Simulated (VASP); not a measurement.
These are PBE GGA with spin-orbit coupling, VASP's PBE PAW potentials (set 64) (plane waves; VASP 6.6.1) values and carry that method's errors.

The input files of a VASP run:

KPOINTS:
```
kpoints
0
gamma
8 8 8
0 0 0
```

File POSCAR:
```
Rb
1
   -2.8815000000     2.8815000000     2.8815000000
    2.8815000000    -2.8815000000     2.8815000000
    2.8815000000     2.8815000000    -2.8815000000
Rb
1
Direct
  0.0000000000   0.0000000000   0.0000000000
```

**INCAR**
```
ALGO=Normal
EDIFF=1E-6
ENCUT=400
GGA=PE
GGA_COMPAT=.False.
ISIF=2
ISMEAR=1
LASPH=.True.
LCHARG=.False.
LMAXMIX=4
LREAL=.False.
LSORBIT=.True.
LWAVE=.False.
MAGMOM=3*0
NELM=100
PREC=Accurate
SIGMA=0.1
SYSTEM=Rb
```

POTCAR, in this order: Rb_sv (PBE.64 set). Program: vasp_ncl.

**Question.** What does the run give for the energy per atom (σ→0), band gap (on the k-mesh)?

**Answer.** 
The energy per atom (σ→0) comes out as -0.954 eV/atom and the band gap (on the k-mesh) is none (metal, semimetal or under 0.01 eV).

### OSZICAR
```
...
DAV:   5    -0.952310950613E+00   -0.22992E-02   -0.22992E-02  1336   0.856E-01    0.180E+00
DAV:   6    -0.953065027717E+00   -0.75408E-03   -0.18704E-03  1320   0.328E-01    0.108E+00
DAV:   7    -0.953520339606E+00   -0.45531E-03   -0.43203E-04  1376   0.158E-01    0.623E-01
DAV:   8    -0.954123212614E+00   -0.60287E-03   -0.11253E-03  1096   0.250E-01    0.332E-02
DAV:   9    -0.954198977478E+00   -0.75765E-04   -0.59036E-05  1232   0.630E-02    0.166E-02
DAV:  10    -0.954209653502E+00   -0.10676E-04   -0.98340E-06  1240   0.271E-02    0.447E-03
DAV:  11    -0.954209220414E+00    0.43309E-06   -0.10558E-06  1008   0.829E-03
   1 F= -.95420922E+00 E0= -.95373614E+00  d E =-.141924E-02  mag=     0.0000     0.0000     0.0000
```

The compound is Rb in the bcc structure. The cell was not relaxed at this level. The run is one of a series of settings (GGA_COMPAT = .FALSE., LSORBIT = .TRUE., MAGMOM = 0 0 0, program vasp_ncl against the base run), some of them coarse on purpose.
